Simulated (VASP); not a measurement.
Input for VASP

KPOINTS:
```
Automatic mesh
0
Gamma
4 4 4
0 0 0
```

**INCAR**
```
SYSTEM = Al3Sc
PREC = Accurate
ENCUT = 300
EDIFF = 1E-6
NELM = 100
ALGO = Normal
LREAL = .FALSE.
LASPH = .TRUE.
ISMEAR = -1
SIGMA = 0.1
LMAXMIX = 4
LWAVE = .FALSE.
LCHARG = .FALSE.
ISIF = 2
```

POSCAR:
```
Al3Sc
4.16150
  1.0000000000   0.0000000000   0.0000000000
  0.0000000000   1.0000000000   0.0000000000
  0.0000000000   0.0000000000   1.0000000000
Sc Al
1 3
direct
  0.0000000000   0.0000000000   0.0000000000
  0.0000000000   0.5000000000   0.5000000000
  0.5000000000   0.0000000000   0.5000000000
  0.5000000000   0.5000000000   0.0000000000
```

POTCAR, in this order: Sc_sv Al (LDA.64 set). Program: vasp_std.

Task: Translate this LDA calculation to Quantum ESPRESSO's pw.x.

Result: One equivalent input (not run):
```
&CONTROL
  calculation = 'scf'
  pseudo_dir = './pseudo'
  outdir = './out'
  tprnfor = .true.
  tstress = .true.
/
&SYSTEM
  ibrav = 0
  nat = 4
  ntyp = 2
  ecutwfc = 78
  occupations = 'smearing'
  smearing = 'fermi-dirac'
  degauss = 0.00735
  input_dft = 'pz'
/
&ELECTRONS
  conv_thr = 7.3e-08
  electron_maxstep = 100
/
ATOMIC_SPECIES
  Sc 44.956 Sc.upf
  Al 26.982 Al.upf
CELL_PARAMETERS angstrom
     4.1615000    0.0000000    0.0000000
     0.0000000    4.1615000    0.0000000
     0.0000000    0.0000000    4.1615000
ATOMIC_POSITIONS crystal
  Sc   0.0000000  0.0000000  0.0000000
  Al   0.0000000  0.5000000  0.5000000
  Al   0.5000000  0.0000000  0.5000000
  Al   0.5000000  0.5000000  0.0000000
K_POINTS automatic
  4 4 4 0 0 0
```
The two are equivalent in intent, not identical: the potentials are each code's own (VASP's PAW set, PseudoDojo norm-conserving files in pw.x), so ENCUT and ecutwfc are chosen apart and not converted; conv_thr bounds pw.x's estimated SCF error, while EDIFF bounds the energy change between steps.

The structure is a typed Al3Sc crystal (Pm-3m). The cell was not relaxed at this level. The k-mesh is coarse (spacing up to 0.38 per Å, 2π included), so the numbers may not be converged in it. The run is one of a series of settings (KPOINTS 4×4×4 Γ-centred mesh against the base run), some of them coarse on purpose.
